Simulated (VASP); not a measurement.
Input:

```
InPd
1.0
    3.27330     0.00000     0.00000
    0.00000     3.27330     0.00000
    0.00000     0.00000     3.27330
In Pd
1 1
Direct
  0.50000   0.50000   0.50000
  0.00000   0.00000   0.00000
```

These are PBE GGA, VASP's PBE PAW potentials (set 64) (plane waves; VASP 6.6.1) values and carry that method's errors. Numerical set-up: 480 eV cut-off, 10×10×10 Γ-centred mesh, first-order Methfessel-Paxton smearing of 0.10 eV, potentials In_d Pd.

Problem. Give the stress tensor in GPa (positive for a compressed cell).

Solution. 
```
3.85  0.00  0.00
0.00  3.85  0.00
0.00  0.00  3.85
```
The pressure is its mean diagonal, 3.85 GPa.

The compound is PdIn in the CsCl type structure. This cell was strained or had an atom moved on purpose. The electron count is odd and the run is not spin-polarised, which forces a metal.
